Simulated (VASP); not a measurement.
Energy against volume of CaO (rock salt). These are vdW-DF-cx, VASP's PBE PAW potentials (set 64) (plane waves; VASP) values and carry that method's errors.

| V (Å³/atom) | E (eV/atom) |
|---|---|
| 12.882 | -4.54435 |
| 13.293 | -4.55983 |
| 13.704 | -4.56493 |
| 14.115 | -4.56122 |
| 14.527 | -4.55001 |

### Question
Fit a third-order Birch-Murnaghan equation of state.

### Answer

```yaml
volume_per_atom: 13.73 Å³/atom
bulk_modulus: 113 GPa
pressure_derivative_of_the_bulk_modulus: 4.42
lattice_constant_a: 478.9 pm
```

Measured: a 4.781 Å at 0 K (computed value off by +0.2 %), as given by Wei Chen et al., Physical Review Materials (2018), doi:10.1103/physrevmaterials.2.073803 [zero-point anharmonic expansion removed].

The compound is CaO in the rock salt structure. It was relaxed first.
